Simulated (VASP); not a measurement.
Consider the following.

```
CELL_PARAMETERS angstrom
      2.62967     0.00000     0.00000
      0.00000     2.62967     0.00000
      0.00000     0.00000     2.62967
ATOMIC_POSITIONS crystal
  Ti 0.00000 0.00000 0.00000
  O  0.50000 0.50000 0.50000
```

All values below come from r2SCAN meta-GGA, VASP's PBE PAW potentials (set 64) (plane waves; VASP). Run with 520 eV cut-off, 12×12×12 Γ-centred mesh, first-order Methfessel-Paxton smearing of 0.10 eV, potentials Ti_sv O.

Question: What does the run give for the energy per atom (σ→0), band gap (on the k-mesh) with the smallest direct gap where there is one?

Answer: 
```
Property                                                    Result
------------------------  ----------------------------------------
band gap (on the k-mesh)  none (metal, semimetal or under 0.01 eV)
energy per atom (σ→0)                      -1130.7 kJ/mol of atoms
```

The absolute energy has meaning only against runs of the same code, potentials and settings.

The structure was generated: TiO was put into the CsCl type type (Pm-3m), which need not be its known phase. It was relaxed first, which changed the volume by -28 %. The start is the result of an earlier pass.
